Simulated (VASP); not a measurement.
Input for VASP

### KPOINTS
```
kpoints
0
Gamma
 5 5 5
0 0 0
```

### POSCAR
```
Cu2O
1
    4.2339519077    -0.0000000000     0.0000000000
   -0.0000000000     4.2339519077    -0.0000000000
    0.0000000000    -0.0000000000     4.2339519077
Cu O
4 2
Direct
  0.7500000000   0.2500000000   0.7500000000
  0.2500000000   0.7500000000   0.7500000000
  0.7500000000   0.7500000000   0.2500000000
  0.2500000000   0.2500000000   0.2500000000
  0.0000000000   0.0000000000   0.0000000000
  0.5000000000   0.5000000000   0.5000000000
```

### INCAR
```
# general
SYSTEM    =  Cu2O
PREC      =  Accurate
ENCUT     =  520   # plane-wave cut-off (eV)
LREAL     =  .FALSE.   # projection in real space or not
LASPH     =  .TRUE.

# electronic loop
EDIFF     =  1E-6   # SCF stop (eV)
NELM      =  100
ALGO      =  Normal   # blocked Davidson
LMAXMIX   =  4   # l cut-off of mixed one-centre charges
LMIXTAU   =  .TRUE.

# smearing
ISMEAR    =  0   # Gaussian
SIGMA     =  0.05   # width (eV)

# functional
METAGGA   =  R2SCAN
LUSE_VDW  =  .TRUE.
BPARAM    =  11.95
CPARAM    =  0.0093

# ions
IBRION    =  2   # conjugate gradients
NSW       =  60   # most ionic steps
ISIF      =  3
EDIFFG    =  -0.02   # ionic stop

# output
LWAVE     =  .FALSE.
LCHARG    =  .FALSE.
```

POTCAR, in this order: Cu O (PBE.64 set). Program: vasp_std.

Q: Write an equivalent input for Ansatz.

A: One equivalent input (not run):
Ansatz 0.2 input:
```yaml
crystal:
  lattice:
    - [4.2339519, 0.0000000, 0.0000000]
    - [0.0000000, 4.2339519, 0.0000000]
    - [0.0000000, 0.0000000, 4.2339519]
  atoms:
    - { symbol: Cu, position: [0.7500000, 0.2500000, 0.7500000] }
    - { symbol: Cu, position: [0.2500000, 0.7500000, 0.7500000] }
    - { symbol: Cu, position: [0.7500000, 0.7500000, 0.2500000] }
    - { symbol: Cu, position: [0.2500000, 0.2500000, 0.2500000] }
    - { symbol: O, position: [0.0000000, 0.0000000, 0.0000000] }
    - { symbol: O, position: [0.5000000, 0.5000000, 0.5000000] }
kpoints:
  mp_grid: { grid: [5, 5, 5] }
hamiltonian:
  xc: r2scan
  dispersion: rvv10
  pseudopotentials: { kind: paw }
scf:
  occupations: { method: gaussian, width: 0.05 }
  max_iter: 100
relax:
  max_steps: 60
  f_tol: 0.02
  cell: {}
output: { forces: true, stress: true, eigenvalues: true }
```
What does not carry over: each code has its own PAW files, so the cut-off isn't converted (ENCUT is set for VASP's; basis.ecutwfc is left out, and Ansatz then takes the one that its files recommend); Ansatz stops its SCF on the density residual and VASP on the energy change (EDIFF).

The compound is Cu2O in the cuprite structure. This run relaxes it. Symmetry was kept, so distortions that lower it aren't found. The start is the result of an earlier pass.
